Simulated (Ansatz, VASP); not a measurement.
# Two plane-wave programs on KAl3

```
K Al
1.0
     4.30701    0.00000    0.00000
     0.00000    4.30701    0.00000
     0.00000    0.00000    4.30701
K Al
1 3
Direct
  0.00000 0.00000 0.00000
  0.00000 0.50000 0.50000
  0.50000 0.00000 0.50000
  0.50000 0.50000 0.00000
```

Alike in both runs: task relaxation of cell and atoms; functional PBE; k mesh 4 × 4 × 4; occupations gaussian, width 0.1 eV; no spin polarisation.

|  | VASP | Ansatz |
| --- | --- | --- |
| version | VASP 6.6.1 | Ansatz 0.2.0 |
| potentials or method | VASP PAW PBE potentials, release 64 (K_sv, Al) | scalar-relativistic, plane waves, PAW |
| plane-wave cutoff (eV) | 600 | 420 |
| valence electrons in the cell | 18 | 18 |

|  | VASP | Ansatz | Ansatz less VASP |
| --- | --- | --- | --- |
| gap on the k mesh at the Fermi level, each at its own relaxed structure (eV) | none | none | - |
| relaxed volume (Å³/atom) | 23.34 | 23.12 | -0.220 |
| relaxed cell length with the largest relative difference (Å) | 4.536 | 4.522 | -0.0143 |
| energy change over the relaxation (meV/atom) | -61 | -59 | +2.0 |

A gap of «none» marks a metal or a gap that the smearing closes.

Caveats: the k mesh is coarse (spacing up to 0.36 Å⁻¹), so the values aren't converged; the volume moved by over 15 % at a fixed basis, so the end points are rough (VASP).
